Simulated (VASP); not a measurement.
Pt (fcc) relaxed at rising pressure, in one space group throughout; other phases were not tried. The pressures are those reached. All values below come from PBE GGA, VASP's PBE PAW potentials (set 64) (plane waves; VASP 6.6.1).

```csv
P (GPa),V (Å³/atom),k-mesh
0.11,15.595,16×16×16
4.92,15.313,16×16×16
9.91,15.053,16×16×16
19.93,14.600,16×16×16
29.93,14.219,16×16×16
```

Q: Fit an equation of state and predict the volume at 45.06 GPa.

A: Least squares on the third-order Birch-Murnaghan form, P = (3B0/2)(y⁷ − y⁵)[1 + (3/4)(B′ − 4)(y² − 1)] with y = (V0/V)^(1/3), gives V0 = 15.602 Å³/atom, B0 = 251 GPa and B′ = 5.4, and so 13.737 Å³/atom. The run gave 13.737 Å³/atom, +0.0 % from the fit.

Pressures at which the relaxation failed are left out.

The compound is Pt in the fcc structure.
